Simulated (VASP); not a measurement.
# Nd (Neodymium): cell size and functional, part 2 of 2

How much does the relaxed cell of Nd (Neodymium) depend on the functional? The starting structure is a measured crystal structure from the Crystallography Open Database. The first relaxation on each setting starts from this cell expanded by 3 % in volume.

VASP 6.6.1.

Results so far: PBEsol 33.14 Å³ an atom; LDA 31.60 Å³ an atom; PBE 35.40 Å³ an atom.

## Step 5: Relaxation with PBEsol + D3(BJ)

Level of this step: PBEsol with D3(BJ), zero-moment start, 4f electrons in the core; plane waves and PAW (Nd_3) (VASP).

D3 with Becke-Johnson damping keeps a finite attraction at short range. This run starts from the cell of an earlier relaxation, which isn't shown; the restart sets up the plane waves anew.

Input file INCAR:

```
SYSTEM = Nd
PREC = Accurate
ENCUT = 450
EDIFF = 1E-06
NELM = 100
ISMEAR = 1
SIGMA = 0.15
LREAL = .FALSE.
ALGO = Normal
GGA = PS
IVDW = 12
NBANDS = 30
ISPIN = 2
MAGMOM = 0 0 0 0
LASPH = .TRUE.
LMAXMIX = 6
LORBIT = 11
LWAVE = .FALSE.
LCHARG = .FALSE.
KPAR = 8
IBRION = 2
NSW = 50
ISIF = 3
EDIFFG = -0.006
```

Input file POSCAR:

```
Nd
1.0
    3.5441878122      0.0000000000      0.0000000000
   -1.7720939061      3.0693566811      0.0000000000
    0.0000000000      0.0000000000     11.3979313425
Nd
4
Direct
    0.6666666667      0.3333333333      0.2500000000
    0.3333333333      0.6666666667      0.7500000000
    0.0000000000      0.0000000000      0.5000000000
    0.0000000000      0.0000000000      0.0000000000
```

Input file KPOINTS:

```
Automatic mesh
0
Gamma
12 12 4
0 0 0
```

Potentials, in the order of the species: Nd_3 (PBE family, release 64).

Launch:

```bash
$ mpirun -np 8 vasp_std
```

What it wrote:

```text
[banner, memory and clock lines left out]
running    8 mpi-ranks, on    1 nodes
[...]
[... a notice as in an earlier step ...]

 [... a notice as in an earlier step ...]

 LDA part: xc-table for (Slater+PW92), standard interpolation
 POSCAR, INCAR and KPOINTS ok, starting setup
[...]
entering main loop
       N       E                     dE             d eps       ncg     rms          rms(c)
DAV:   1     0.363481964707E+03    0.36348E+03   -0.19641E+04  6840   0.125E+03
DAV:   2     0.438633331883E+01   -0.35910E+03   -0.34988E+03  7664   0.341E+02
DAV:   3    -0.198664591277E+02   -0.24253E+02   -0.23548E+02 11330   0.647E+01
DAV:   4    -0.209476473231E+02   -0.10812E+01   -0.10764E+01  9706   0.128E+01
[...]
DAV:  10    -0.206021925896E+02    0.10679E-03   -0.43077E-04  8428   0.144E-01    0.216E-02
DAV:  11    -0.206021877789E+02    0.48107E-05   -0.18138E-05  9260   0.214E-02    0.103E-02
DAV:  12    -0.206021878279E+02   -0.49056E-07   -0.40547E-06  6480   0.158E-02
   1 F= -.22638317E+02 E0= -.22637907E+02  d E =-.226383E+02  mag=     0.0000
[...]
reached required accuracy - stopping structural energy minimisation
```

Wall time 30 s (8 MPI ranks of Intel Xeon 6975P-C (Granite Rapids), shared host); peak memory 3.5 GiB.

OUTCAR, selected parts (step 5):

```text
 Edisp (eV)   -2.03613

  Total       0.00013     0.00013     0.00168     0.00000     0.00000     0.00000
  in kB       0.00169     0.00169     0.02165     0.00000     0.00000     0.00000
  external pressure =        0.01 kB  Pullay stress =        0.00 kB

 POSITION                                       TOTAL-FORCE (eV/Angst)
 -----------------------------------------------------------------------------------
      1.77209      1.02312      2.84948         0.000000     -0.000000      0.000000
     -0.00000      2.04624      8.54845        -0.000000      0.000000     -0.000000
      0.00000      0.00000      5.69897         0.000000      0.000000      0.000000
      0.00000      0.00000      0.00000         0.000000      0.000000      0.000000
 -----------------------------------------------------------------------------------
    total drift:                               -0.000000      0.000000      0.000000

  FREE ENERGIE OF THE ION-ELECTRON SYSTEM (eV)
  ---------------------------------------------------
  free  energy   TOTEN  =       -22.6383167778 eV

  energy  without entropy=      -22.6370881425  energy(sigma->0) =      -22.63790723

 magnetization (x)
# of ion       s       p       d       tot
------------------------------------------
    1       -0.000   0.000   0.000   0.000
    2       -0.000   0.000   0.000   0.000
    3        0.000   0.000   0.000   0.000
    4        0.000   0.000   0.000   0.000
--------------------------------------------------
tot          0.000   0.000   0.000   0.000

[... 2 parts as in an earlier step ...]

[... 2 further parts left out ...]
[key lines of the parts left out:]
E-fermi :   3.9717
```

With PBEsol + D3(BJ) the relaxed cell holds 30.998 Å³ an atom, -9.31 % against the measured cell, with a = 3.544 Å and c = 11.398 Å. That is -6.46 % from PBEsol.

## Step 6: Relaxation with r2SCAN

r2SCAN adds the kinetic-energy density, costs more than a GGA and is run with LASPH.

Changes to INCAR since step 5:

```diff
@@ -9,4 +9,4 @@
 ALGO = Normal
-GGA = PS
-IVDW = 12
+METAGGA = R2SCAN
+LASPH = .TRUE.
 NBANDS = 30
@@ -14,3 +14,2 @@
 MAGMOM = 0 0 0 0
-LASPH = .TRUE.
 LMAXMIX = 6
```

Input file POSCAR:

```
Nd
1.0
    3.6941191872      0.0000000000      0.0000000000
   -1.8470595936      3.1992010607      0.0000000000
    0.0000000000      0.0000000000     11.9160313605
Nd
4
Direct
    0.6666666667      0.3333333333      0.2500000000
    0.3333333333      0.6666666667      0.7500000000
    0.0000000000      0.0000000000      0.5000000000
    0.0000000000      0.0000000000      0.0000000000
```

KPOINTS is that of step 5.

Launch:

```bash
$ mpirun -np 8 vasp_std
```

What it wrote:

```text
[banner, memory and clock lines left out]
running    8 mpi-ranks, on    1 nodes
[...]
[... a notice as in an earlier step ...]

 [... a notice as in an earlier step ...]

 LDA part: xc-table for (None), standard interpolation
 POSCAR, INCAR and KPOINTS ok, starting setup
[...]
entering main loop
       N       E                     dE             d eps       ncg     rms          rms(c)
DAV:   1     0.259121303806E+03    0.25912E+03   -0.19985E+04  6840   0.127E+03
DAV:   2    -0.105300324689E+03   -0.36442E+03   -0.35575E+03  7728   0.345E+02
DAV:   3    -0.131519553474E+03   -0.26219E+02   -0.25534E+02 11632   0.649E+01
DAV:   4    -0.132987338734E+03   -0.14678E+01   -0.14601E+01  9936   0.143E+01
[...]
DAV:  11    -0.117646705311E+03   -0.40158E-03   -0.72698E-04  7680   0.195E-01    0.792E-02
DAV:  12    -0.117646718670E+03   -0.13359E-04   -0.92798E-05 10208   0.379E-02    0.349E-02
DAV:  13    -0.117646718421E+03    0.24949E-06   -0.24739E-06  6216   0.108E-02
   1 F= -.11764672E+03 E0= -.11764770E+03  d E =-.117647E+03  mag=    -0.0000
[... from here on, the cycles between the ionic steps are left out ...]
   2 F= -.11764791E+03 E0= -.11764887E+03  d E =-.119058E-02  mag=     0.0000
   3 F= -.11764793E+03 E0= -.11764889E+03  d E =-.120885E-02  mag=     0.0000
   4 F= -.11764806E+03 E0= -.11764904E+03  d E =-.130426E-03  mag=     0.0000
   5 F= -.11764807E+03 E0= -.11764906E+03  d E =-.141108E-03  mag=     0.0000
[...]
reached required accuracy - stopping structural energy minimisation
```

The job ended after 5.4 min (8 MPI ranks; peak memory 4.2 GiB).

From OUTCAR (step 6):

```text
  Total       -0.0061052     -0.0061052     -0.0044408      0.0000000     -0.0000000     -0.0000000
  in kB       -0.0690162     -0.0690162     -0.0502009      0.0000000     -0.0000000     -0.0000000
  external PRESSURE =      -0.0627444 kB  Pullay stress =       0.0000000 kB

 POSITION                                       TOTAL-FORCE (eV/Angst)
 -----------------------------------------------------------------------------------
      1.85546      1.07125      2.97103         0.000000      0.000000      0.000000
     -0.00000      2.14250      8.91308        -0.000000     -0.000000     -0.000000
      0.00000      0.00000      5.94205         0.000000      0.000000     -0.000000
      0.00000      0.00000     -0.00000         0.000000      0.000000     -0.000000
 -----------------------------------------------------------------------------------
    total drift:                               -0.000000      0.000000      0.000000

  FREE ENERGIE OF THE ION-ELECTRON SYSTEM (eV)
  ---------------------------------------------------
  free  energy   TOTEN  =      -117.6480683745 eV

  energy  without entropy=     -117.6510386140  energy(sigma->0) =     -117.64905845

 magnetization (x)
# of ion       s       p       d       tot
------------------------------------------
    1       -0.000   0.000  -0.000  -0.000
    2       -0.000   0.000  -0.000  -0.000
    3        0.000   0.000   0.000   0.000
    4        0.000   0.000   0.000   0.000
--------------------------------------------------
tot         -0.000   0.000  -0.000  -0.000

[... 2 parts as in an earlier step ...]

[... 2 further parts left out ...]
[key lines of the parts left out:]
E-fermi :   3.4174
```

With r2SCAN the relaxed cell holds 35.432 Å³ an atom, +3.66 % against the measured cell, with a = 3.711 Å and c = 11.884 Å. That is +6.93 % from PBEsol.

## Step 7: Relaxation with r2SCAN + rVV10

rVV10 adds a nonlocal correlation energy for dispersion.

Changes to INCAR since step 6:

```diff
@@ -10,2 +10,6 @@
 METAGGA = R2SCAN
+LUSE_VDW = .TRUE.
+IVDW_NL = 2
+BPARAM = 11.95
+CPARAM = 0.0093
 LASPH = .TRUE.
```

POSCAR is that of step 6.

KPOINTS is that of step 6.

Launch:

```bash
$ mpirun -np 8 vasp_std
```

What it wrote:

```text
[banner, memory and clock lines left out]
running    8 mpi-ranks, on    1 nodes
[...]
[... a notice as in an earlier step ...]

|                                                                             |
|               ----> ADVICE to this user running VASP <----                  |
|                                                                             |
|     You have switched on vdW-DFT.                                           |
|     This routine was written and supplied by Jiri Klimes. We recommend      |
|     that you carefully read and cite the following publications:            |
|       J. Klimes, D.R. Bowler, A. Michelides                                 |
|          J. Phys.: Cond Matt. 22 022201 (2010)                              |
|       J. Klimes, D.R. Bowler, A. Michelides                                 |
|          Phys. Rev. B. 83, 195131 (2011)                                    |
|     and references therein.                                                 |
[...]
Total rVV10 correction in eV:      0.8736327    47.6798952
Total rVV10 correction in eV:      0.8736327    47.6798952
Total rVV10 correction in eV:      0.8736327    47.6798952
Total rVV10 correction in eV:      0.8736327    47.6798952
Total rVV10 correction in eV:      0.8736327    47.6798952
Total rVV10 correction in eV:      0.8736463    47.6798952
Total rVV10 correction in eV:      0.8736463    47.6798952
Total rVV10 correction in eV:      0.8736463    47.6798952
Total rVV10 correction in eV:      0.8736463    47.6798952
Total rVV10 correction in eV:      0.8736463    47.6798952
Total rVV10 correction in eV:      0.8736463    47.6798952
Total rVV10 correction in eV:      0.8736463    47.6798952
Total rVV10 correction in eV:      0.8736463    47.6798952
   1 F= -.11677243E+03 E0= -.11677338E+03  d E =-.116772E+03  mag=    -0.0000
[... from here on, the cycles between the ionic steps are left out ...]
   2 F= -.11677507E+03 E0= -.11677613E+03  d E =-.263623E-02  mag=     0.0000
   3 F= -.11677508E+03 E0= -.11677615E+03  d E =-.264872E-02  mag=     0.0000
   4 F= -.11677520E+03 E0= -.11677628E+03  d E =-.123307E-03  mag=    -0.0000
   5 F= -.11677522E+03 E0= -.11677631E+03  d E =-.142967E-03  mag=    -0.0000
[...]
reached required accuracy - stopping structural energy minimisation
```

The job ended after 9.9 min (8 MPI ranks; peak memory 6.2 GiB).

From OUTCAR (step 7):

```text
  Total       -0.0006987     -0.0006987     -0.0038170      0.0000000      0.0000000      0.0000000
  in kB       -0.0080424     -0.0080424     -0.0439373      0.0000000      0.0000000      0.0000000
  external PRESSURE =      -0.0200074 kB  Pullay stress =       0.0000000 kB

 POSITION                                       TOTAL-FORCE (eV/Angst)
 -----------------------------------------------------------------------------------
      1.84422      1.06476      2.95338         0.000000     -0.000000      0.000000
     -0.00000      2.12952      8.86014         0.000000     -0.000000     -0.000000
     -0.00000      0.00000      5.90676        -0.000000      0.000000     -0.000000
     -0.00000      0.00000      0.00000        -0.000000      0.000000     -0.000000
 -----------------------------------------------------------------------------------
    total drift:                               -0.000000      0.000000      0.000000

  FREE ENERGIE OF THE ION-ELECTRON SYSTEM (eV)
  ---------------------------------------------------
  free  energy   TOTEN  =      -116.7752234224 eV

  energy  without entropy=     -116.7784702884  energy(sigma->0) =     -116.77630571

 magnetization (x)
# of ion       s       p       d       tot
------------------------------------------
    1       -0.000  -0.000   0.000  -0.000
    2       -0.000  -0.000   0.000  -0.000
    3        0.000  -0.000  -0.000  -0.000
    4        0.000  -0.000  -0.000  -0.000
--------------------------------------------------
tot         -0.000  -0.000   0.000  -0.000

[... 2 parts as in an earlier step ...]

[... 2 further parts left out ...]
[key lines of the parts left out:]
E-fermi :   3.4941
```

With r2SCAN + rVV10 the relaxed cell holds 34.797 Å³ an atom, +1.80 % against the measured cell, with a = 3.688 Å and c = 11.814 Å. That is +5.01 % from PBEsol.

## Step 8: Comparison

```
          level  volume (Å³/atom)  against the measured cell (%)   a (Å)    c (Å)  pressure left (GPa)  core minutes
         PBEsol            33.137                          -3.05  3.6236  11.6567                -0.02          22.5
            LDA            31.604                          -7.54  3.5671  11.4719                 0.01          21.5
            PBE            35.399                           3.56  3.7035  11.9207                -0.01          10.1
PBEsol + D3(BJ)            30.998                          -9.31  3.5442  11.3979                  0.0          25.3
         r2SCAN            35.432                           3.66  3.7109  11.8841                -0.01          43.3
 r2SCAN + rVV10            34.797                            1.8  3.6884  11.8135                  0.0          79.1
```

Core minutes are wall time times ranks, summed over the relaxations behind a row (those for a bulk modulus apart), on shared hosts.

## Step 9: Summary of results

```yaml
volume_pbesol: 33.14 Å³/atom
volume_lda: 31.60 Å³/atom
volume_pbe: 35.40 Å³/atom
volume_pbesol_d3_bj: 31.00 Å³/atom
volume_r2scan: 35.43 Å³/atom
volume_r2scan_rvv10: 34.80 Å³/atom
```

**Reading.** Across 6 levels the volume of Nd (Neodymium) spans 14.3 %, from 31.00 Å³ an atom (PBEsol + D3(BJ)) to 35.43 Å³ (r2SCAN). Against the measured volume of the starting structure, r2SCAN + rVV10 comes nearest (+1.8 %) and PBEsol + D3(BJ) lies farthest (-9.3 %). The measured cell holds zero-point expansion and, unless it was taken cold, thermal expansion, which the runs lack, so small differences decide nothing. Adding D3(BJ) to PBEsol changes the volume by -6.5 %. Adding rVV10 to r2SCAN changes the volume by -1.8 %. All runs keep the symmetry of the start, so they can't find a distortion of lower symmetry. Further runs on this material are not shown.

[Lines on the potential files, build, host, timing and source positions are cut from VASP's logs without a mark.]

[Logs are printed without paths, hosts, clocks, repeated set-up lines and the standing remarks that a program may print on its own settings, such as how far it seeks lower states.]

[Hosts, paths, dates, database ids (printed as entryN), source tags and the programs' standing remarks are cut or masked in the printed files.]
